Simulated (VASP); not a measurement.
Here is the system:

```
CELL_PARAMETERS angstrom
      1.77779    -3.07922     0.00000
      1.77779     3.07922     0.00000
      0.00000     0.00000     5.57442
ATOMIC_POSITIONS crystal
  Tm 0.33333 0.66667 0.25000
  Tm 0.66667 0.33333 0.75000
```
Starting moments (μB, in the order of the record's atoms Tm Tm): 2.0 2.0.

Level of theory: PBE GGA, VASP's PBE PAW potentials (set 64) (plane waves; VASP). Run with 300 eV cut-off, 7×7×4 Γ-centred mesh, Fermi-Dirac smearing of 0.14 eV, potentials Tm.

At this cut-off the stress carries a Pulay error, which pulls relaxed volumes low.

Task: Give the stress tensor in GPa (positive for a compressed cell).

Result: 
```
-0.34   0.00   0.00
 0.00  -0.34   0.00
 0.00   0.00   1.85
```
The pressure is its mean diagonal, 0.39 GPa.

The structure is a typed Tm crystal. The cell was not relaxed at this level.
